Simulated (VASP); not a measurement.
VASP ran on this input.

### KPOINTS
```
Automatic mesh
0
Gamma
6 6 6
0 0 0
```

### POSCAR
```
CaB6
1.0
  3.9993749024   0.0000000000   0.0000000000
  0.0000000000   3.9993749024   0.0000000000
  0.0000000000   0.0000000000   3.9993749024
Ca B
1 6
Cart
  0.0000000000   0.0000000000   0.0000000000
  3.1999752972   1.9996874512   1.9996874512
  1.9996874512   0.7993996052   1.9996874512
  1.9996874512   3.1999752972   1.9996874512
  0.7993996052   1.9996874512   1.9996874512
  1.9996874512   1.9996874512   3.1999752972
  1.9996874512   1.9996874512   0.7993996052
```

INCAR:
```
SYSTEM  =  CaB6
PREC  =  Accurate; ENCUT  =  620; LREAL  =  .False.
LASPH  =  .True.
EDIFF  =  1E-6; NELM  =  100; ALGO  =  Normal
ISMEAR  =  0; SIGMA  =  0.05
GGA  =  PE
IBRION  =  2; NSW  =  40; ISIF  =  3
EDIFFG  =  -0.02; PSTRESS  =  200
LWAVE  =  .False.; LCHARG  =  .False.
```

POTCAR, in this order: Ca_sv B (PBE.64 set). Program: vasp_std.

**Question.** Translate this PBE calculation to Quantum ESPRESSO's pw.x.

**Answer.** One equivalent input (not run):
```
&CONTROL
  calculation = 'vc-relax'
  pseudo_dir = './pseudo'
  outdir = './out'
  tprnfor = .true.
  tstress = .true.
  nstep = 40
  forc_conv_thr = 0.00078
/
&SYSTEM
  ibrav = 0
  nat = 7
  ntyp = 2
  ecutwfc = 76
  occupations = 'smearing'
  smearing = 'gaussian'
  degauss = 0.003675
  input_dft = 'pbe'
/
&ELECTRONS
  conv_thr = 7.3e-08
  electron_maxstep = 100
/
&IONS
/
&CELL
  press = 200
/
ATOMIC_SPECIES
  Ca 40.078 Ca.upf
  B 10.810 B.upf
CELL_PARAMETERS angstrom
     3.9993749   -0.0000000    0.0000000
     0.0000000    3.9993749    0.0000000
    -0.0000000   -0.0000000    3.9993749
ATOMIC_POSITIONS crystal
  Ca   0.0000000  0.0000000  0.0000000
  B    0.8001189  0.5000000  0.5000000
  B    0.5000000  0.1998811  0.5000000
  B    0.5000000  0.8001189  0.5000000
  B    0.1998811  0.5000000  0.5000000
  B    0.5000000  0.5000000  0.8001189
  B    0.5000000  0.5000000  0.1998811
K_POINTS automatic
  6 6 6 0 0 0
```
Limits of the translation: the potentials are each code's own (VASP's PAW set, PseudoDojo norm-conserving files in pw.x), so ENCUT and ecutwfc are chosen apart and not converted; conv_thr bounds pw.x's estimated SCF error, while EDIFF bounds the energy change between steps; forc_conv_thr acts on force components and is met together with etot_conv_thr.

The compound is CaB6 in the cab6 structure. It was relaxed first under an external pressure of 20 GPa.
